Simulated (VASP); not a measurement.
# Rb2Mg (Cmcm) in VASP: reference runs

Aim: a first look at Rb2Mg with PBE, on the cell as given and on a disturbed one.

All numbers are computed with VASP 6.6.1; they aren't measurements. Logs are shortened: lines on timing, memory, paths and dates and some standing lists are left out, and cuts for length are marked.

### Step 1. Starting point

It takes space group Cmcm (No. 63, orthorhombic). Conventional cell: a = 17.838 Å, b = 8.106 Å, c = 5.618 Å, α = 90.00°, β = 90.00°, γ = 90.00°. Around Rb (site symmetry m) lie 3 Mg at 3.83 to 4.01 Å. Mg (site symmetry m2m) has 2 Mg at 3.18 Å as nearest neighbours.

The cell comes from a database or a generator and needn't be the stable form of this composition.

### Step 2. Single point, PBE

INCAR

```
PREC = Accurate
ENCUT = 520
EDIFF = 1E-7
ISMEAR = -1
SIGMA = 0.05
LREAL = F
LASPH = T
NELM = 80
ALGO = Normal
ISIF = 2
LWAVE = F
LCHARG = F
GGA = PE
NBANDS = 29
```

KPOINTS

```
regular mesh
0
Gamma
  4 4 5
```

POSCAR

```
Rb2Mg
1.0
    8.9190460000     -4.0532410000      0.0000000000
    8.9190460000      4.0532410000      0.0000000000
    0.0000000000      0.0000000000      5.6179590000
Rb Mg
4 2
Direct
    0.5919960000      0.1319300000      0.7500000000
    0.1319300000      0.5919960000      0.2500000000
    0.4080040000      0.8680700000      0.2500000000
    0.8680700000      0.4080040000      0.7500000000
    0.0914070000      0.9085930000      0.7500000000
    0.9085930000      0.0914070000      0.2500000000
```

Potentials or basis: VASP PAW PBE potentials, release 64 (Rb_sv, Mg).

Started as:

```
> cat potpaw_PBE.64/Rb_sv/POTCAR potpaw_PBE.64/Mg/POTCAR > POTCAR
> mpirun -np 1 vasp_std > vasp.out
```

OUTCAR:

```text
PREC = Accurate
   ENCUT = 520
   EDIFF = 1E-7
   ISMEAR = -1
   LREAL = F
   LASPH = T
   NELM = 80
   ISIF = 2
   GGA = PE

 ion  position               nearest neighbor table
   1  0.592  0.132  0.750-   5 3.83   6 4.01   6 4.01   2 4.67   2 4.67   3 4.89   3 4.89   4 4.92
                             2 5.20   2 5.20   4 5.69   4 5.69
   2  0.132  0.592  0.250-   6 3.83   5 4.01   5 4.01   1 4.67   1 4.67   4 4.89   4 4.89   3 4.92
                             1 5.20   1 5.20   3 5.69   3 5.69
   3  0.408  0.868  0.250-   6 3.83   5 4.01   5 4.01   4 4.67   4 4.67   1 4.89   1 4.89   2 4.92
                             4 5.20   4 5.20   2 5.69   2 5.69
   4  0.868  0.408  0.750-   5 3.83   6 4.01   6 4.01   3 4.67   3 4.67   2 4.89   2 4.89   1 4.92
                             3 5.20   3 5.20   1 5.69   1 5.69
   5  0.091  0.909  0.750-   6 3.18   6 3.18   1 3.83   4 3.83   3 4.01   2 4.01   3 4.01   2 4.01

   6  0.909  0.091  0.250-   5 3.18   5 3.18   2 3.83   3 3.83   1 4.01   1 4.01   4 4.01   4 4.01

  LATTYP: Found a base centered orthorhombic cell.
 ALAT       =     8.1064820000
 B/A-ratio  =     2.2004726588
 C/A-ratio  =     0.6930205976

  Lattice vectors:

 A1 = (  -8.9190460000,  -4.0532410000,   0.0000000000)
 A2 = (   8.9190460000,  -4.0532410000,   0.0000000000)
 A3 = (   0.0000000000,   0.0000000000,   5.6179590000)

Analysis of symmetry for initial positions (statically):
=====================================================================
 Subroutine PRICEL returns:
 Original cell was already a primitive cell.

 Routine SETGRP: Setting up the symmetry group for a
 base centered orthorhombic supercell.

 Subroutine GETGRP returns: Found  8 space group operations
 (whereof  4 operations were pure point group operations)
 out of a pool of  8 trial point group operations.

The static configuration has the point symmetry C_2h.
 The point group associated with its full space group is D_2h.

Analysis of symmetry for dynamics (positions and initial velocities):
=====================================================================
 Subroutine PRICEL returns:
 Original cell was already a primitive cell.

 Routine SETGRP: Setting up the symmetry group for a
 base centered orthorhombic supercell.

 Subroutine GETGRP returns: Found  8 space group operations
 (whereof  4 operations were pure point group operations)
 out of a pool of  8 trial point group operations.

The dynamic configuration has the point symmetry C_2h.
 The point group associated with its full space group is D_2h.

 Subroutine INISYM returns: Found  8 space group operations
 (whereof  4 operations are pure point group operations),
 and found     1 'primitive' translations

----------------------------------------------------------------------------------------

                                     Primitive cell

  volume of cell :     406.1902

  direct lattice vectors                    reciprocal lattice vectors
     8.919046000 -4.053241000  0.000000000     0.056059807 -0.123358073  0.000000000
     8.919046000  4.053241000  0.000000000     0.056059807  0.123358073  0.000000000
     0.000000000  0.000000000  5.617959000     0.000000000  0.000000000  0.178000587

  length of vectors
     9.796843581  9.796843581  5.617959000     0.135498768  0.135498768  0.178000587

  position of ions in fractional coordinates (direct lattice)
     0.591996000  0.131930000  0.750000000
     0.131930000  0.591996000  0.250000000
     0.408004000  0.868070000  0.250000000
     0.868070000  0.408004000  0.750000000
     0.091407000  0.908593000  0.750000000
     0.908593000  0.091407000  0.250000000

  ion indices of the primitive-cell ions
   primitive index   ion index
                 1           1
                 2           2
                 3           3
                 4           4
                 5           5
                 6           6

----------------------------------------------------------------------------------------

 KPOINTS: regular mesh

Automatic generation of k-mesh.
 Grid dimensions read from file:
 generate k-points for:    4    4    5

 Generating k-lattice:

  Cartesian coordinates                     Fractional coordinates (reciprocal lattice)
     0.014014952 -0.030839518  0.000000000     0.250000000 -0.000000000  0.000000000
     0.014014952  0.030839518  0.000000000    -0.000000000  0.250000000  0.000000000
     0.000000000  0.000000000  0.035600117     0.000000000  0.000000000  0.200000000

  Length of vectors
     0.033874692  0.033874692  0.035600117

  Shift w.r.t. Gamma in fractional coordinates (k-lattice)
     0.000000000  0.000000000  0.000000000

 Subroutine IBZKPT returns following result:
 ===========================================

 Found     21 irreducible k-points:

 Following reciprocal coordinates:
            Coordinates               Weight
  0.000000  0.000000  0.000000      1.000000
  0.250000  0.000000  0.000000      4.000000
  0.500000  0.000000  0.000000      2.000000
  0.250000  0.250000  0.000000      2.000000
  0.500000  0.250000  0.000000      4.000000
 -0.250000  0.250000  0.000000      2.000000
[... 13 lines left out ...]
 -0.250000  0.250000  0.400000      4.000000
  0.500000  0.500000  0.400000      2.000000
   k-points           NKPTS =     21   k-points in BZ     NKDIM =     21   number of bands    NBANDS=     29
   number of dos      NEDOS =    301   number of ions     NIONS =      6
   total plane-waves  NPLWV = 268800
   dimension x,y,z NGX =    80 NGY =   80 NGZ =   42
   dimension x,y,z NGXF=   160 NGYF=  160 NGZF=   84
   ions per type =               4   2
   NGX,Y,Z   is equivalent  to a cutoff of  13.58, 13.58, 12.43 a.u.
   NGXF,Y,Z  is equivalent  to a cutoff of  27.15, 27.15, 24.86 a.u.
 SYSTEM =  unknown system
   PREC   = accura    normal or accurate (medium, high low for compatibility)
   ISTART =      0    job   : 0-new  1-cont  2-samecut
   ICHARG =      2    charge: 1-file 2-atom 10-const
   ISPIN  =      1    spin polarized calculation?
   LNONCOLLINEAR =      F non collinear calculations
   LSORBIT =      F    spin-orbit coupling
   LASPH  =      T    aspherical Exc in radial PAW
   ENCUT  =  520.0 eV  38.22 Ry    6.18 a.u.  18.22 18.22 10.45*2*pi/ulx,y,z
   NELM   =     80;   NELMIN=  2; NELMDL= -5     # of ELM steps
   EDIFF  = 0.1E-06   stopping-criterion for ELM
   LREAL  =      F    real-space projection
   EDIFFG = 0.1E-05   stopping-criterion for IOM
   NSW    =      0    number of steps for IOM
   IBRION =     -1    ionic relax: 0-MD 1-quasi-New 2-CG
   NFREE  =      0    steps in history (QN), initial steepest desc. (CG)
   ISIF   =      2    stress and relaxation
   ISYM   =      2    0-nonsym 1-usesym 2-fastsym
   POTIM  = 0.5000    time-step for ionic-motion
   TEBEG  =    0.0;   TEEND  =   0.0 temperature during run
   PSTRESS=    0.0 pullay stress
   NELECT =      40.0000    total number of electrons
   NUPDOWN=      -1.0000    fix difference up-down
   EMIN   =  10.00;   EMAX   =-10.00  energy-range for DOS
   EFERMI =   0.00;   METHOD = LEGACY
   ISMEAR =    -1;   SIGMA  =   0.05  broadening in eV -4-tet -1-fermi 0-gaus
   EFERMI_NEDOS =   21; number of points for ismear=-14 and -15
   IALGO  =     38    algorithm
   IMIX   =      4    mixing-type and parameters
     AMIX     =   0.40;   BMIX     =  1.00
     AMIX_MAG =   1.60;   BMIX_MAG =  1.00
  volume/ion in A,a.u.               =      67.70       456.85
  Fermi-wavevector in a.u.,A,eV,Ry     =   0.755994  1.428622  7.776096  0.571527
  Thomas-Fermi vector in A             =   1.854014
   LORBIT       =      0    0 simple, 1 ext, 2 COOP (PROOUT), +10 PAW based schemes
   GGA     = PE    functional components
   LHFCALC =     F    Hartree Fock is set to
   AEXX    =    0.0000 exact exchange contribution
   IVDW    =     0    specifies the selected vdW correction
   LEPSILON=     F    determine dielectric tensor
   LRPA    =     F    only Hartree local field effects (RPA)
 non-spin polarized calculation
  energy-cutoff  :      520.00
  volume of cell :      406.19
 maximum number of plane-waves:     10959
 NGX is ok and might be reduce to    80
   NGX = 37   NGY = 37   NGZ = 21

 number of electron      40.0000000 magnetization

 Free energy of the ion-electron system (eV)
  ---------------------------------------------------
  ext. energy  EPLUGINS =         0.00000000
  ---------------------------------------------------
  free energy    TOTEN  =        -5.75668135 eV

  energy without entropy =       -5.71870119  energy(sigma->0) =       -5.73769127

 E-fermi :   0.2175     XC(G=0):  -5.8803

 val. band max:        0.2119523838   @ k =   0.5000   0.0000   0.4000
 cond. band min:       0.2419938110   @ k =  -0.2500   0.2500   0.0000
 fundamental gap:      0.0300414272
 Fermi energy:         0.2174859013

 k-point     1 :       0.0000    0.0000    0.0000
  band No.  band energies     occupation
      1     -28.4502      2.00000
      2     -28.4470      2.00000
      3     -28.4443      2.00000
      4     -28.4434      2.00000
      5     -12.6046      2.00000
      6     -12.6043      2.00000
[... 21 lines left out ...]
     28       3.0303      0.00000
     29       3.0364      0.00000

 k-point     2 :       0.2500    0.0000    0.0000
  band No.  band energies     occupation
      1     -28.4496      2.00000
      2     -28.4471      2.00000
      3     -28.4447      2.00000
      4     -28.4437      2.00000
      5     -12.5972      2.00000
      6     -12.5930      2.00000
[... 21 lines left out ...]
     28       2.9870      0.00000
     29       3.0862      0.00000

 k-point     3 :       0.5000    0.0000    0.0000
  band No.  band energies     occupation
      1     -28.4485      2.00000
      2     -28.4477      2.00000
      3     -28.4448      2.00000
      4     -28.4440      2.00000
      5     -12.5834      2.00000
      6     -12.5750      2.00000
[... 542 lines left out ...]
      5     -12.5988      2.00000
      6     -12.5966      2.00000
[... 21 lines left out ...]
     28       2.4961      0.00000
     29       2.5969      0.00000

 k-point    21 :       0.5000    0.5000    0.4000
  band No.  band energies     occupation
      1     -28.4468      2.00000
      2     -28.4467      2.00000
      3     -28.4459      2.00000
      4     -28.4446      2.00000
      5     -12.5900      2.00000
      6     -12.5846      2.00000
[... 21 lines left out ...]
     28       2.1691      0.00000
     29       2.1763      0.00000

------------------------ aborting loop because EDIFF is reached ----------------------------------------

  FORCE on cell =-STRESS in cart. coord.  units (eV):
  Direction    XX          YY          ZZ          XY          YZ          ZX
  --------------------------------------------------------------------------------------
  -------------------------------------------------------------------------------------
  Total        0.2468459      0.1248808     -0.3981230      0.0000000     -0.0000000      0.0000000
  in kB        0.9736593      0.4925803     -1.5703572      0.0000000     -0.0000000      0.0000000
  external PRESSURE =      -0.0347059 kB  Pullay stress =       0.0000000 kB

 VOLUME and BASIS-vectors are now :
 -----------------------------------------------------------------------------
  energy-cutoff  :      520.00
  volume of cell :      406.19
      direct lattice vectors                 reciprocal lattice vectors
     8.919046000 -4.053241000  0.000000000     0.056059807 -0.123358073  0.000000000
     8.919046000  4.053241000  0.000000000     0.056059807  0.123358073  0.000000000
     0.000000000  0.000000000  5.617959000     0.000000000  0.000000000  0.178000587

 POSITION                                       TOTAL-FORCE (eV/Angst)
 -----------------------------------------------------------------------------------
      6.45673     -1.86476      4.21347        -0.008662     -0.002408     -0.000000
      6.45673      1.86476      1.40449        -0.008662      0.002408      0.000000
     11.38136      1.86476      1.40449         0.008662      0.002408      0.000000
     11.38136     -1.86476      4.21347         0.008662     -0.002408     -0.000000
      8.91905      3.31225      4.21347        -0.000000      0.051268      0.000000
      8.91905     -3.31225      1.40449        -0.000000     -0.051268      0.000000
 -----------------------------------------------------------------------------------
    total drift:                                0.000000      0.000000      0.000000

  FREE ENERGIE OF THE ION-ELECTRON SYSTEM (eV)
  ---------------------------------------------------
  free  energy   TOTEN  =        -5.7566813469 eV

  energy  without entropy=       -5.7187011896  energy(sigma->0) =       -5.73769127
```

Run time: 3.8 min. Hardware: 1 thread of AMD EPYC 9R45 (Zen 5), shared host; peak memory 0.66 GiB.

What came out:

```
Free energy            : -5.7567 eV
Pressure               : 0.0 GPa
Largest force          : 0.051 eV/Å
Band gap on the k mesh : none (metal or under the smearing width)
```

Forces in eV/Å, atoms in the order of the input:
```
Rb  -0.009 -0.002  0.000
Rb  -0.009  0.002  0.000
Rb   0.009  0.002  0.000
Rb   0.009 -0.002  0.000
Mg   0.000  0.051  0.000
Mg   0.000 -0.051  0.000
```

Stress tensor (GPa, compression positive):
```
 0.10  0.00  0.00
 0.00  0.05  0.00
 0.00  0.00 -0.16
```

### Step 3. Single point, PBE (atoms moved at random, drawn with an rms of 0.05 Å)

INCAR

```
SYSTEM = Rb2Mg
PREC = Accurate
ENCUT = 520
EDIFF = 1E-7
ISMEAR = -1
SIGMA = 0.05
LREAL = .False.
LASPH = .True.
NELM = 80
ALGO = Normal
ISIF = 2
LWAVE = .False.
LCHARG = .False.
GGA = PE
NBANDS = 29
```

KPOINTS

```
Automatic mesh
0
Gamma
  4 4 5
  0 0 0
```

POSCAR

```
Rb2Mg
1.0
    8.9190460000     -4.0532410000      0.0000000000
    8.9190460000      4.0532410000      0.0000000000
    0.0000000000      0.0000000000      5.6179590000
Rb Mg
4 2
Direct
    0.5907580000      0.1378480000      0.7535240000
    0.1275630000      0.5963010000      0.2481210000
    0.4084680000      0.8697280000      0.2524360000
    0.8708440000      0.4052250000      0.7479490000
    0.0932820000      0.9056230000      0.7435400000
    0.9128240000      0.0868600000      0.2532580000
```

Potentials or basis: VASP PAW PBE potentials, release 64 (Rb_sv, Mg).

Started as:

```
> cat potpaw_PBE.64/Rb_sv/POTCAR potpaw_PBE.64/Mg/POTCAR > POTCAR
> mpirun -np 1 vasp_std > vasp.out
```

OUTCAR:

```text
SYSTEM = Rb2Mg
   PREC = Accurate
   ENCUT = 520
   EDIFF = 1E-7
   ISMEAR = -1
   LREAL = .False.
   LASPH = .True.
   NELM = 80
   ISIF = 2
   GGA = PE

 ion  position               nearest neighbor table
   1  0.591  0.138  0.754-   5 3.83   6 4.00   6 4.00   2 4.66   2 4.69   4 4.88   3 4.91   3 4.92
                             2 5.18   2 5.21   4 5.68   4 5.76
   2  0.128  0.596  0.248-   6 3.77   5 3.96   5 4.00   1 4.66   1 4.69   4 4.89   4 4.89   3 4.94
                             1 5.18   1 5.21   3 5.66   3 5.70
   3  0.408  0.870  0.252-   6 3.81   5 3.98   5 4.05   4 4.68   4 4.71   1 4.91   1 4.92   2 4.94
                             4 5.16   4 5.19   2 5.66   2 5.70
   4  0.871  0.405  0.748-   5 3.83   6 3.99   6 4.03   3 4.68   3 4.71   1 4.88   2 4.89   2 4.89
                             3 5.16   3 5.19   1 5.68   1 5.76
   5  0.093  0.906  0.744-   6 3.12   6 3.22   4 3.83   1 3.83   2 3.96   3 3.98   2 4.00   3 4.05

   6  0.913  0.087  0.253-   5 3.12   5 3.22   2 3.77   3 3.81   4 3.99   1 4.00   1 4.00   4 4.03

  LATTYP: Found a base centered orthorhombic cell.
 ALAT       =     8.1064820000
 B/A-ratio  =     2.2004726588
 C/A-ratio  =     0.6930205976

  Lattice vectors:
[... 192 lines left out ...]
 fundamental gap:      0.0324479775
 Fermi energy:         0.2180813437

 k-point     1 :       0.0000    0.0000    0.0000
  band No.  band energies     occupation
      1     -28.4505      2.00000
      2     -28.4454      2.00000
      3     -28.4438      2.00000
      4     -28.4349      2.00000
      5     -12.6043      2.00000
      6     -12.5995      2.00000
[... 757 lines left out ...]
     28       2.4745      0.00000
     29       2.5263      0.00000

 [... further k-points ...]

------------------------ aborting loop because EDIFF is reached ----------------------------------------

  FORCE on cell =-STRESS in cart. coord.  units (eV):
  Direction    XX          YY          ZZ          XY          YZ          ZX
  --------------------------------------------------------------------------------------
  -------------------------------------------------------------------------------------
  Total        0.3190683      0.2080654     -0.3872636      0.0271884     -0.0518839      0.0039046
  in kB        1.2585335      0.8206936     -1.5275234      0.1072420     -0.2046508      0.0154012
  external PRESSURE =       0.1839012 kB  Pullay stress =       0.0000000 kB

 VOLUME and BASIS-vectors are now :
 -----------------------------------------------------------------------------
  energy-cutoff  :      520.00
  volume of cell :      406.19
      direct lattice vectors                 reciprocal lattice vectors
     8.919046000 -4.053241000  0.000000000     0.056059807 -0.123358073  0.000000000
     8.919046000  4.053241000  0.000000000     0.056059807  0.123358073  0.000000000
     0.000000000  0.000000000  5.617959000     0.000000000  0.000000000  0.178000587

 POSITION                                       TOTAL-FORCE (eV/Angst)
 -----------------------------------------------------------------------------------
      6.49847     -1.83575      4.23327        -0.012830      0.001241     -0.005576
      6.45618      1.89991      1.39393        -0.035649     -0.021541     -0.003616
     11.40029      1.86960      1.41818         0.014329     -0.008179     -0.016603
     11.38132     -1.88727      4.20195         0.010171      0.002357      0.011297
      8.90928      3.29261      4.17718         0.009172      0.043731      0.086067
      8.91623     -3.34783      1.42279         0.014807     -0.017608     -0.071569
 -----------------------------------------------------------------------------------
    total drift:                               -0.000032     -0.000013     -0.000007

  FREE ENERGIE OF THE ION-ELECTRON SYSTEM (eV)
  ---------------------------------------------------
  free  energy   TOTEN  =        -5.7539175506 eV

  energy  without entropy=       -5.7163250950  energy(sigma->0) =       -5.73512132
```

stdout:

```text
POSCAR found type information on POSCAR RbMg
 POSCAR found :  2 types and       6 ions
 scaLAPACK will be used
 LDA part: xc-table for (Slater+PW92), standard interpolation
 POSCAR, INCAR and KPOINTS ok, starting setup
 FFT: planning ... GRIDC
 FFT: planning ... GRID_SOFT
 FFT: planning ... GRID
 WAVECAR not read
 entering main loop
```

Wall time 7.5 min (1 thread of AMD EPYC 9R45 (Zen 5), shared host); peak memory 0.81 GiB.

Results:

```yaml
Free_energy: -5.7539 eV
Pressure: 0.0 GPa
Largest_force: 0.097 eV/Å
Band_gap_on_the_k_mesh: none (metal or under the smearing width)
```

Forces in eV/Å, atoms in the order of the input:
```
Rb  -0.013  0.001 -0.006
Rb  -0.036 -0.022 -0.004
Rb   0.014 -0.008 -0.017
Rb   0.010  0.002  0.011
Mg   0.009  0.044  0.086
Mg   0.015 -0.018 -0.072
```
